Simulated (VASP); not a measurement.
Crystal: HfIn4SiO6.

```
CELL_PARAMETERS angstrom
2.71585 -4.70357 0.00833
2.71585 4.70357 0.00833
-1.87915 0.00000 7.40127
ATOMIC_POSITIONS crystal
Hf 0.78835 0.21165 0.00000
In 0.62175 0.37825 0.50000
In 0.45502 0.54498 0.00000
In 0.28407 0.71593 0.50000
In 0.95814 0.04186 0.50000
Si 0.12168 0.87832 0.00000
O 0.06219 0.11415 0.86666
O 0.88585 0.93781 0.13334
O 0.79490 0.53784 0.86663
O 0.46216 0.20510 0.13337
O 0.15352 0.62879 0.13333
O 0.37121 0.84648 0.86667
```

The cell was built by a generator and needn't be a form met in nature.

```yaml
Program: VASP 6.6.1
Task: relaxation of cell and atoms
Functional: PBE
Dispersion: D2
Potentials_or_basis: VASP PAW PBE potentials, release 64 (Hf_pv, In_d, Si, O)
Cutoff: 600 eV
k_mesh: 6 × 6 × 4
Occupations: fermi-dirac, width 0.05 eV
Spin: no spin polarisation
```

At the start: pressure -3.1 GPa; volume 15.77 Å³/atom.

Task: Where does the relaxation end?

Result: Over 24 steps the energy falls by 27.9 meV/atom and the volume is 14.78 Å³/atom (-6.3 %); space group C2 (No. 5, to 0.05 Å).

The path:
```
step  energy change (eV)  largest force (eV/Å)  pressure (GPa)  volume (Å³)
   1              0.0000                0.1383           -3.08       189.24
   2             -0.1791                0.5909            1.09       180.99
   3             -0.1819                0.6751            1.69       179.97
   4             -0.3022                0.4107            0.71       178.39
   5             -0.3174                0.2711            0.39       177.49
   6             -0.3176                0.2847            0.40       177.58
   7             -0.3304                0.0872           -0.50       178.42
   8             -0.3305                0.0797           -0.59       178.51
   9             -0.3338                0.0535           -0.02       177.57
  10             -0.3339                0.0507            0.05       177.44
  11             -0.3346                0.0297           -0.01       177.42
  12             -0.3349                0.0188           -0.07       177.39
  13             -0.3349                0.0201           -0.08       177.39
  14             -0.3350                0.0145            0.06       177.20
  15             -0.3350                0.0122            0.02       177.25
  16             -0.3350                0.0072            0.01       177.27
  17             -0.3350                0.0121           -0.02       177.30
  18             -0.3350                0.0112           -0.01       177.29
  19             -0.3351                0.0098            0.01       177.26
  20             -0.3351                0.0059            0.01       177.27
  21             -0.3351                0.0086            0.00       177.28
  22             -0.3351                0.0063            0.00       177.28
  23             -0.3351                0.0064            0.01       177.28
  24             -0.3351                0.0039           -0.02       177.31
```

Final structure:
```
CELL_PARAMETERS angstrom
2.72993 -4.70626 0.00090
2.72993 4.70626 0.00090
-1.90620 0.00000 6.89989
ATOMIC_POSITIONS crystal
Hf 0.78826 0.21174 0.00000
In 0.62138 0.37862 0.50000
In 0.45507 0.54493 0.00000
In 0.28459 0.71541 0.50000
In 0.95765 0.04235 0.50000
Si 0.12167 0.87833 0.00000
O 0.05725 0.10956 0.86019
O 0.89044 0.94275 0.13981
O 0.79364 0.53505 0.86007
O 0.46495 0.20636 0.13993
O 0.15571 0.63177 0.13977
O 0.36823 0.84429 0.86023
```

Caveat: atom-pairwise D2, TS and ULG terms overbind metals; pairwise dispersion overbinds metals, which lowers pressure and volume.
